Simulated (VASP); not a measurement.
OSZICAR of a VASP run on LiCl (rock salt):

**OSZICAR**
```
       N       E                     dE             d eps       ncg     rms          rms(c)
DAV:   1     0.386114922976E+02    0.38611E+02   -0.40309E+03   144   0.882E+02
DAV:   2    -0.726702910670E+01   -0.45879E+02   -0.43865E+02   189   0.171E+02
DAV:   3    -0.918608511976E+01   -0.19191E+01   -0.19163E+01   174   0.379E+01
DAV:   4    -0.921510561764E+01   -0.29020E-01   -0.29013E-01   218   0.524E+00
DAV:   5    -0.921547098599E+01   -0.36537E-03   -0.36537E-03   203   0.520E-01    0.472E+00
DAV:   6    -0.914855540449E+01    0.66916E-01   -0.17021E-01   156   0.236E+00    0.309E+00
DAV:   7    -0.914957740506E+01   -0.10220E-02   -0.60628E-02   176   0.158E+00    0.109E+00
DAV:   8    -0.915211595981E+01   -0.25386E-02   -0.58355E-03   146   0.663E-01    0.866E-02
DAV:   9    -0.915217372386E+01   -0.57764E-04   -0.87523E-05   210   0.923E-02    0.195E-02
DAV:  10    -0.915224526881E+01   -0.71545E-04   -0.92349E-05   146   0.791E-02    0.101E-02
DAV:  11    -0.915224408965E+01    0.11792E-05   -0.37241E-06   218   0.137E-02    0.175E-03
DAV:  12    -0.915224368978E+01    0.39987E-06   -0.27094E-07   149   0.417E-03    0.653E-04
DAV:  13    -0.915224373525E+01   -0.45471E-07   -0.43293E-08   185   0.139E-03    0.963E-05
DAV:  14    -0.915224376098E+01   -0.25733E-07   -0.64155E-10    72   0.252E-04    0.805E-05
DAV:  15    -0.915224376958E+01   -0.85980E-08   -0.74888E-11    72   0.981E-05
   1 F= -.91522438E+01 E0= -.91522438E+01  d E =-.487565E-25
```

Task: Which electronic solver shows in the log?

Result: It is blocked Davidson (ALGO = Normal, or the opening steps of other solvers). The INCAR had ALGO = Normal.

Task: Can the final energy be trusted as converged?

Result: The run converged. It stopped with EDIFF = 1E-8, NELM = 100 (PBE GGA, plane waves, VASP's PBE PAW potentials (set 64)).

The compound is LiCl in the rock salt structure. This cell is one point of a volume scan, at 1.04 of the reference volume. The k-mesh is coarse (spacing up to 0.52 per Å, 2π included), so the numbers may not be converged in it.
